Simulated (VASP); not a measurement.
An input for Quantum ESPRESSO's pw.x (written as the equivalent of a VASP run, and not itself run):

```
&CONTROL
  calculation = 'scf'
  pseudo_dir = './pseudo'
  outdir = './out'
  tprnfor = .true.
  tstress = .true.
/
&SYSTEM
  ibrav = 0
  nat = 2
  ntyp = 2
  ecutwfc = 70
  occupations = 'smearing'
  smearing = 'gaussian'
  degauss = 0.003675
  input_dft = 'pw91'
/
&ELECTRONS
  conv_thr = 7.3e-09
  electron_maxstep = 100
/
ATOMIC_SPECIES
  In 114.818 In.upf
  P 30.974 P.upf
CELL_PARAMETERS angstrom
     0.0000000    2.9482009    2.9482009
     2.9482009    0.0000000    2.9482009
     2.9482009    2.9482009    0.0000000
ATOMIC_POSITIONS crystal
  In   0.0000000  0.0000000  0.0000000
  P    0.2500000  0.2500000  0.2500000
K_POINTS automatic
  8 8 8 0 0 0
```

Task: Translate this input to VASP (INCAR, KPOINTS, POSCAR, choice of POTCAR).

Result: One answer among several that fit: 
### INCAR
```
# general
SYSTEM   =  InP
PREC     =  Accurate
ENCUT    =  520   # plane-wave cut-off (eV)
LREAL    =  .False.   # projection in real space or not
LASPH    =  .True.   # aspherical one-centre terms

# electronic loop
EDIFF    =  1E-7   # SCF stop (eV)
NELM     =  100   # most electronic steps
ALGO     =  Normal   # blocked Davidson
LMAXMIX  =  4   # l cut-off of mixed one-centre charges

# smearing
ISMEAR   =  0   # Gaussian
SIGMA    =  0.05   # width (eV)

# functional
GGA      =  91   # PW91

# ions
ISIF     =  2   # forces and stress, cell fixed

# output
LWAVE    =  .False.
LCHARG   =  .False.
```

### POSCAR
```
InP
1
    0.0000000000     2.9482008788     2.9482008788
    2.9482008788     0.0000000000     2.9482008788
    2.9482008788     2.9482008788     0.0000000000
In P
1 1
Direct
  0.0000000000   0.0000000000   0.0000000000
  0.2500000000   0.2500000000   0.2500000000
```

KPOINTS:
```
Automatic mesh
0
Gamma
8 8 8
0 0 0
```

POTCAR, in this order: In_d P (PBE.64 set). Program: vasp_std.

Limits of the translation: the potentials are each code's own (VASP's PAW set, PseudoDojo norm-conserving files in pw.x), so ENCUT and ecutwfc are chosen apart and not converted; conv_thr bounds pw.x's estimated SCF error, while EDIFF bounds the energy change between steps.

The compound is InP in the zinc blende structure. This cell is one point of a volume scan, at 0.97 of the reference volume.
